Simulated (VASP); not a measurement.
```xyz
2
Lattice="0.0000 2.5840 2.5840 2.5840 0.0000 2.5840 2.5840 2.5840 0.0000" Properties=species:S:1:pos:R:3 pbc="T T T"
Mg     0.0000     0.0000     0.0000
S      2.5840     2.5840     2.5840
```

Method: LDA (Ceperley-Alder, Perdew-Zunger), VASP's LDA PAW potentials (set 64) (plane waves; VASP). Settings: 520 eV cut-off, 9×9×9 Γ-centred mesh, Gaussian smearing of 0.050 eV, potentials Mg S.

Problem. Give the stress tensor in GPa (positive for a compressed cell).

Solution. 
```
-2.38   0.00   0.00
 0.00  -2.38   0.00
 0.00   0.00  -2.38
```
The pressure is its mean diagonal, -2.38 GPa.

The compound is MgS in the rock salt structure. This cell is one point of a volume scan, at 1.03 of the reference volume.
